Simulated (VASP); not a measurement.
Data:

```xyz
2
Lattice="1.4957 -2.5906 0.0000 1.4957 2.5906 0.0000 0.0000 0.0000 4.7338" Properties=species:S:1:pos:R:3 pbc="T T T"
Hf     1.4957     0.8635     1.1835
Hf     1.4957    -0.8635     3.5504
```

The numbers are results of r2SCAN meta-GGA, VASP's PBE PAW potentials (set 64) (plane waves; VASP), not measurements. Run with 500 eV cut-off, 14×14×8 Γ-centred mesh, first-order Methfessel-Paxton smearing of 0.10 eV, potentials Hf_pv.

Unless said otherwise, spin-orbit coupling is left out, though it shifts the bands of the heavy elements here.

Problem. Predict the energy per atom (σ→0), pressure, band gap (on the k-mesh) with the smallest direct gap where there is one.

Solution. 
| Property | Value |
|---|---|
| band gap (on the k-mesh) | none (metal, semimetal or under 0.01 eV) |
| energy per atom (σ→0) | -44836 meV/atom |
| pressure | 29.98 GPa |

Only differences to runs with the same potentials and settings are physical.

The compound is Hf in the hcp structure. It was relaxed first under an external pressure of 30 GPa.
